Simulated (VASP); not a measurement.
Shape and ions are relaxed at each volume.

Input:

SnO2 is taken in the tetragonal space group P4₂/mnm (No. 136), the rutile structure, Pearson symbol tP6. Cell: a = b = 4.7660 Å, c = 3.2072 Å, α = β = γ = 90.00°. Sn on 2a sees 6 O at 2.061–2.070 Å (octahedral). O on 4f is coordinated by 3 Sn at 2.061–2.070 Å (trigonal planar). (Neighbours: up to the widest gap in distance over summed covalent radii, below 1.35, at either atom; cation-cation and far metal-metal contacts left out.)

The numbers are results of SCAN meta-GGA, VASP's PBE PAW potentials (set 64) (plane waves; VASP), not measurements. Run with 520 eV cut-off, 5×5×7 Γ-centred mesh, Gaussian smearing of 0.050 eV, potentials Sn_d O.

Task: Give the energy at these volumes per atom, relative to the lowest: 11.36, 11.72, 12.09, 12.45, 12.81 Å³.

Result: 36.4, 9.7, 0.0, 4.5, 21.1 meV/atom. A third-order Birch-Murnaghan fit gives B0 = 205 GPa and B0′ = 5.0.

The compound is SnO2 in the rutile structure. It was relaxed first.
